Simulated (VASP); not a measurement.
Consider the following.

```
Ca
1.0
    0.00000     2.71787     2.71787
    2.71787     0.00000     2.71787
    2.71787     2.71787     0.00000
Ca
1
Direct
  0.00000   0.00000   0.00000
```

Method: PBE GGA with D3 dispersion (Becke-Johnson damping), VASP's PBE PAW potentials (set 64) (plane waves; VASP 6.6.1). Numerical set-up: 520 eV cut-off, Gaussian smearing of 0.050 eV, potentials Ca_sv.

Problem. Give the energies of bands 5 to 8 at the high-symmetry points, in eV from the Fermi level.

Solution. 
```
band      Γ      X      U      L     W
----  -----  -----  -----  -----  ----
5     -4.12  -0.51  -0.01  -1.01  0.16
6      2.40   0.55   0.41  -0.12  0.72
7      2.40   1.06   0.88   2.28  0.72
8      2.40   4.26   3.38   2.28  2.68
```

It has no gap at this level: it comes out as a metal or semimetal.

The compound is Ca in the fcc structure. It was relaxed first, which changed the volume by -8 %.
